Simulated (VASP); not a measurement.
# TaNHF₃: harmonic vibrations of a molecule

TaNHF₃, molecule in box, 6 atoms in the cell. PBE, harmonic vibrations; PAW potentials N, Ta_pv, F, H (PBE set).

## Input

INCAR.step1:
```
SYSTEM = TaHNF3
  ALGO = Normal
  EDIFF = 1E-8
  EDIFFG = -0.002
  ENCUT = 400
  IBRION = 2
  ISIF = 2
  ISMEAR = 0
  ISYM = 0
  LASPH = .True.
  LCHARG = .False.
  LREAL = .False.
  LWAVE = .False.
  NELM = 100
  NSW = 60
  POTIM = 0.5
  PREC = Accurate
  SIGMA = 0.01
```

INCAR.step2, as INCAR.step1 but for:
```
- EDIFFG = -0.002
- IBRION = 2
- ISIF = 2
- NSW = 60
- POTIM = 0.5
+ IBRION = 5
+ NFREE = 2
+ NSW = 1
+ POTIM = 0.015
```

KPOINTS:
```
k-points
0
Gamma
  1 1 1
```

POSCAR.step1:
```
TaHNF3
1.0
   12.0000000000      0.0000000000      0.0000000000
    0.0000000000     12.0000000000      0.0000000000
    0.0000000000      0.0000000000     12.0000000000
N Ta F H
1 1 3 1
Direct
    0.4319375000      0.5679583300      0.5679666700
    0.5212458300      0.4904000000      0.4823833300
    0.6214708300      0.4125833300      0.5735166700
    0.4348625000      0.3909416700      0.3984166700
    0.5977208300      0.5892333300      0.3886416700
    0.3806958300      0.6125583300      0.6170250000
```

Commands (each step's output is kept before the next begins):
```
cat potpaw_PBE.64/N/POTCAR potpaw_PBE.64/Ta_pv/POTCAR potpaw_PBE.64/F/POTCAR potpaw_PBE.64/H/POTCAR > POTCAR
cp INCAR.step1 INCAR
cp POSCAR.step1 POSCAR
mpirun -np 4 vasp_gam > vasp.out
cp CONTCAR POSCAR
cp INCAR.step2 INCAR
mpirun -np 4 vasp_gam > vasp.out
```

## Result

- Vibrations (cm⁻¹; a negative value is imaginary): 3589, 995, 663, 657, 657, 491, 489, 246, 246, 196, 165, 164
- Zero-point energy (eV): 0.530
- Translations and rotations, which should read zero (cm⁻¹): -10, -7, -4, 12, 14, 17
- Vibrational entropy at 298 K (meV/K): 0.574
- Displaced cells: 36
- Ionic steps, all stages: 55
- Electronic steps, all stages: 993

VASP 6.6.1 took 822 s on 4 cores (Intel Xeon Platinum 8488C (Sapphire Rapids)), a shared host.
